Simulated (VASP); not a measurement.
Runs of VASP 6.6.1 on ZrB3. It takes space group Pm-3m (No. 221, cubic). The conventional cell has a = 3.428 Å, b = 3.428 Å, c = 3.428 Å, α = 90.00°, β = 90.00°, γ = 90.00°. Zr (site symmetry m-3m) has 12 B at 2.42 Å as nearest neighbours. B (site symmetry 4/mmm) is surrounded by 4 Zr at 2.42 Å and 8 B at 2.42 Å. The cell was built by a generator and needn't be a form met in nature.

```csv
task,cell,k mesh,cutoff (eV),gap on the mesh (eV),pressure (GPa),relaxed volume (Å³/atom)
relaxation of cell and atoms,relaxed,14 × 14 × 14,600,none,0.0,10.09
relaxation of cell and atoms,relaxed,6 × 6 × 6,600,none,0.0,(a)
single point,"Pm-3m, 10.09 Å³/atom",14 × 14 × 14,520,none,0.1,-
single point,"P4/mmm, 8.52 Å³/atom",6 × 6 × 6,520,none,43.8,-
single point,"Pm-3m, 10.07 Å³/atom",6 × 6 × 6,520,none,0.1,-
```

Alike in all rows: level PBE; potentials or basis VASP PAW PBE potentials, release 64 (Zr_sv, B); no spin polarisation; smearing gaussian 0.1 eV.

Question: Estimate the missing entries.

Answer: (a) 10.07.

Caveats: the volume moved by over 15 % at a fixed basis, so the end points are rough (some runs); a pressure of tens of GPa on the cell as given is suspect, and the run, the potentials or the cell itself is likely at fault (some runs).

A k mesh can miss the band edges, and the runs leave out spin-orbit coupling on Zr.

A gap of «none» marks a metal or a gap under the smearing width.
